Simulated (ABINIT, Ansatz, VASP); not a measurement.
Code comparison for NiO (Fm-3m, 4 atoms in the cell)

Self-consistent single point.

```
CELL_PARAMETERS angstrom
      4.18000     2.09000     2.09000
      2.09000     4.18000     2.09000
      2.09000     2.09000     4.18000
ATOMIC_POSITIONS crystal
  Ni 0.00000 0.00000 0.00000
  Ni 0.50000 0.50000 0.50000
  O  0.25000 0.25000 0.25000
  O  0.75000 0.75000 0.75000
```
Moments meant for the start (each program seeds them in its own way; μB, in the order of the atoms Ni Ni O O): 2.0 -2.0 0.0 0.0.

All programs got the same cell, k-point mesh and kind of occupations, and the same starting moments (in Ansatz's words: kpoints.mp_grid.grid = 6 6 6; magnetization.spin_polarized = true; scf.occupations.method = fermi_dirac; scf.occupations.width = 0.02 eV); potentials, basis and cutoffs are each program's usual ones.

```tsv
code	model	pressure (GPa)	gap on the mesh (eV)	cutoff
Ansatz	PBE, default PAW files	0.97	1.029	420 eV
ABINIT	PBE, norm-conserving pseudopotentials (PseudoDojo nc-sr-05 PBE standard)	1.16	1.078	49 Ha
VASP	PBE, VASP's PBE PAW potentials (set 64)	-4.42	1.004	400 eV
```

Gaps are read on the mesh.

The spread over the programs that give each value: pressure within 5.58 GPa; gap on the mesh within 0.074 eV.

The starting cell has typed, rounded lattice constants, without a prior relaxation at this level. On Ansatz's run: The magnetic order is the one reached from the typed start; others were not searched systematically.

Why do the programs differ, and what cannot be compared?

Differences of this kind can come from the potentials, where these differ, and from what each basis and cutoff leave unconverged. The valence holds different numbers of electrons (Ansatz (a first-principles code) 48, ABINIT 48, VASP 32). The zero of total energies and Fermi levels follows the potentials and each program's conventions, so they are not compared here. Ansatz's pressure is given at a fixed set of plane waves, as the other plane-wave codes print theirs; with its correction for the finite basis it is 1.69 GPa (the shift of 0.73 GPa shows how far the cutoff is from converged). Site moments depend on each program's spheres or projections; the total moment of the cell does not. In the pressure, VASP (by 5.38) lies more than 1 GPa from the median of the plane-wave programs.

VASP's run is marked for a possible Pulay error in its stress at this cutoff; no cutoff test was made.

Left out of this page: Quantum ESPRESSO, GPAW, Elk, FLEUR and SIESTA (not drawn, or without a comparable value).

Keys are those of Ansatz 0.2.
